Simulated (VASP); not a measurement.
```
CELL_PARAMETERS angstrom
      0.00000     3.19102     3.19102
      3.19102     0.00000     3.19102
      3.19102     3.19102     0.00000
ATOMIC_POSITIONS crystal
  K  0.00000 0.00000 0.00000
  Cl 0.50000 0.50000 0.50000
```

Level of theory: PBE GGA, VASP's PBE PAW potentials (set 64) (plane waves; VASP). Settings: 520 eV cut-off, 7×7×7 Γ-centred mesh, Gaussian smearing of 0.050 eV, potentials K_sv Cl.

Q: Predict the energy per atom (σ→0), band gap (on the k-mesh) with the smallest direct gap where there is one.

A: 
* **band gap (on the k-mesh)**: 5.04 eV
* **smallest direct gap (on the k-mesh)**: 5.04 eV
* **energy per atom (σ→0)**: -328.6 kJ/mol-atom

The compound is KCl in the rock salt structure. It was relaxed first.
